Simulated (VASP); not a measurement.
Method: PBE GGA, VASP's PBE PAW potentials (set 64) (plane waves; VASP).

VASP ran on this input.

### POSCAR
```
SnTe
1
    0.0000000000     3.1600000000     3.1600000000
    3.1600000000     0.0000000000     3.1600000000
    3.1600000000     3.1600000000     0.0000000000
Sn Te
1 1
Direct
  0.0000000000   0.0000000000   0.0000000000
  0.5000000000   0.5000000000   0.5000000000
```

### KPOINTS
```
Automatic mesh
0
Gamma
4 4 4
0 0 0
```

**INCAR**
```
SYSTEM = SnTe
PREC = Normal
ENCUT = 500
EDIFF = 1E-8
NELM = 100
ALGO = Normal
LREAL = .FALSE.
LASPH = .TRUE.
ISMEAR = 0
SIGMA = 0.01
GGA = PE
LWAVE = .TRUE.
LCHARG = .FALSE.
```

POTCAR, in this order: Sn_d_GW Te_GW (PBE.64 set). Program: vasp_std.

Unless said otherwise, spin-orbit coupling is left out, though it shifts the bands of the heavy elements here.

Task: Estimate the energy per atom (σ→0), pressure, band gap (on the k-mesh).

Result: 
| Item | Result |
|---|---|
| energy per atom (σ→0) | -3.776 eV/atom |
| band gap (on the k-mesh) | 0.07 eV |
| pressure | 1.03 GPa |

OSZICAR:
```
...
DAV:   8    -0.755306816431E+01   -0.78797E-03   -0.58425E-03   322   0.321E+00    0.617E-02
DAV:   9    -0.755298146020E+01    0.86704E-04   -0.61307E-04   320   0.153E+00    0.193E-02
DAV:  10    -0.755299273872E+01   -0.11279E-04   -0.60855E-05   320   0.127E-01    0.567E-03
DAV:  11    -0.755299533440E+01   -0.25957E-05   -0.69352E-06   274   0.792E-02    0.200E-03
DAV:  12    -0.755299528706E+01    0.47341E-07   -0.70957E-07   380   0.169E-02    0.746E-04
DAV:  13    -0.755299521481E+01    0.72254E-07   -0.76759E-08   252   0.306E-03    0.305E-04
DAV:  14    -0.755299522402E+01   -0.92132E-08   -0.32236E-09   220   0.172E-03
   1 F= -.75529952E+01 E0= -.75529952E+01  d E =-.552718E-08
```

The compound is SnTe in the rock salt structure, which distorts at low temperature. The cell was not relaxed at this level. The k-mesh is coarse (spacing up to 0.43 per Å, 2π included), so the numbers may not be converged in it.
